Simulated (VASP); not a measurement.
Output of a VASP run:

OSZICAR:
```
       N       E                     dE             d eps       ncg     rms          rms(c)
DAV:   1     0.261670824458E+02    0.26167E+02   -0.57495E+03  3648   0.214E+03
DAV:   2    -0.127077924891E+02   -0.38875E+02   -0.37065E+02  3529   0.202E+02
DAV:   3    -0.131479967586E+02   -0.44020E+00   -0.43949E+00  4144   0.312E+01
DAV:   4    -0.131513690226E+02   -0.33723E-02   -0.33719E-02  4074   0.243E+00
DAV:   5    -0.131514162191E+02   -0.47196E-04   -0.47197E-04  4181   0.245E-01    0.786E+00
DAV:   6    -0.110801377181E+02    0.20713E+01   -0.23971E+01  3740   0.122E+02    0.479E+00
DAV:   7    -0.107265119206E+02    0.35363E+00   -0.52286E+00  3786   0.530E+01    0.920E-01
DAV:   8    -0.107045102376E+02    0.22002E-01   -0.14833E-02  3639   0.247E+00    0.593E-01
DAV:   9    -0.107058530169E+02   -0.13428E-02   -0.79602E-02  4115   0.656E+00    0.120E-01
DAV:  10    -0.107059056917E+02   -0.52675E-04   -0.65256E-04  3761   0.532E-01    0.103E-01
DAV:  11    -0.107058865423E+02    0.19149E-04   -0.12514E-03  4443   0.674E-01    0.925E-03
DAV:  12    -0.107059250128E+02   -0.38471E-04   -0.30011E-05  3746   0.801E-02    0.105E-02
DAV:  13    -0.107059330979E+02   -0.80850E-05   -0.41509E-05  3847   0.121E-01    0.646E-03
DAV:  14    -0.107059338326E+02   -0.73466E-06   -0.13997E-06  2167   0.251E-02
   1 F= -.88247077E+01 E0= -.88248428E+01  d E =-.882471E+01
       N       E                     dE             d eps       ncg     rms          rms(c)
DAV:   1    -0.107170846584E+02   -0.11152E-01   -0.73584E-02  3695   0.727E+00    0.487E-01
DAV:   2    -0.107142065562E+02    0.28781E-02   -0.47659E-02  3722   0.508E+00    0.155E-01
DAV:   3    -0.107135646072E+02    0.64195E-03   -0.73665E-03  3770   0.197E+00    0.820E-02
DAV:   4    -0.107134464500E+02    0.11816E-03   -0.92416E-04  4224   0.500E-01    0.310E-02
DAV:   5    -0.107134850193E+02   -0.38569E-04   -0.19596E-04  3832   0.275E-01    0.127E-03
DAV:   6    -0.107134858782E+02   -0.85890E-06   -0.18494E-06  2760   0.265E-02
   2 F= -.88245577E+01 E0= -.88246890E+01  d E =0.149995E-03
       N       E                     dE             d eps       ncg     rms          rms(c)
DAV:   1    -0.107097720037E+02    0.37130E-02   -0.49696E-02  3693   0.593E+00    0.405E-01
DAV:   2    -0.107077644517E+02    0.20076E-02   -0.33172E-02  3717   0.425E+00    0.132E-01
DAV:   3    -0.107073475949E+02    0.41686E-03   -0.51833E-03  3741   0.165E+00    0.666E-02
DAV:   4    -0.107072683055E+02    0.79289E-04   -0.59287E-04  4218   0.394E-01    0.243E-02
DAV:   5    -0.107072996820E+02   -0.31377E-04   -0.13819E-04  3817   0.228E-01    0.172E-03
DAV:   6    -0.107072998621E+02   -0.18005E-06   -0.22752E-06  2527   0.307E-02
   3 F= -.88247045E+01 E0= -.88248390E+01  d E =0.311900E-05
```

OUTCAR:
```
------------------------ aborting loop because EDIFF is reached ----------------------------------------
  FORCE on cell =-STRESS in cart. coord.  units (eV):
  Direction    XX          YY          ZZ          XY          YZ          ZX
  --------------------------------------------------------------------------------------
  Total        1.8671784      1.8671784      1.8671784     -0.0000000     -0.0000000     -0.0000000
  in kB      297.5432389    297.5432389    297.5432389     -0.0000000     -0.0000000     -0.0000000
  external PRESSURE =      -2.4567611 kB  Pullay stress =     300.0000000 kB
  volume of cell :       10.05
      direct lattice vectors                 reciprocal lattice vectors
     0.000000000  1.713058141  1.713058141    -0.291875674  0.291875674  0.291875674
     1.713058141  0.000000000  1.713058141     0.291875674 -0.291875674  0.291875674
     1.713058141  1.713058141 -0.000000000     0.291875674  0.291875674 -0.291875674
 POSITION                                       TOTAL-FORCE (eV/Angst)
 -----------------------------------------------------------------------------------
      0.00000      0.00000      0.00000         0.000000      0.000000     -0.000000
 -----------------------------------------------------------------------------------
    total drift:                                0.000000     -0.000000      0.000000
  FREE ENERGIE OF THE ION-ELECTRON SYSTEM (eV)
  ---------------------------------------------------
  free  energy   TOTEN  =       -10.7072998621 eV

  energy  without entropy=      -10.7077031744  energy(sigma->0) =      -10.70743430
  enthalpy is  TOTEN    =        -8.8247045318 eV   P V=        1.8825953303

 reached required accuracy - stopping structural energy minimisation
```
(Selected blocks of OUTCAR.)

POSCAR:
```
Cu
1
   -0.0000000000     1.7126427567     1.7126427567
    1.7126427567    -0.0000000000     1.7126427567
    1.7126427567     1.7126427567     0.0000000000
Cu
1
Direct
  1.0000000000   0.0000000000   1.0000000000
```

### Question
Write an INCAR and KPOINTS that could have produced this output.

### Answer
One answer among several that fit: the input of the run itself, r2SCAN meta-GGA, plane waves, VASP's PBE PAW potentials (set 64).

INCAR:
```
ISMEAR=1   # Methfessel-Paxton
LWAVE=F
PREC=Accurate
SIGMA=0.1   # width (eV)
LREAL=F
LCHARG=F
METAGGA=R2SCAN
EDIFF=1E-6
IBRION=2
ENCUT=500
ISIF=3   # ions, shape and volume
SYSTEM=Cu
LMAXMIX=4   # l cut-off of mixed one-centre charges
ALGO=Normal   # blocked Davidson
LMIXTAU=T
NELM=100   # most electronic steps
NSW=40
PSTRESS=300   # kbar
LASPH=T   # aspherical one-centre terms
EDIFFG=-0.02   # ionic stop
```

KPOINTS:
```
Automatic mesh
0
Gamma
18 18 18
0 0 0
```

POTCAR, in this order: Cu (PBE.64 set). Program: vasp_std.

The compound is Cu in the fcc structure. This run relaxes it under an external pressure of 30 GPa. Symmetry was kept, so distortions that lower it aren't found.
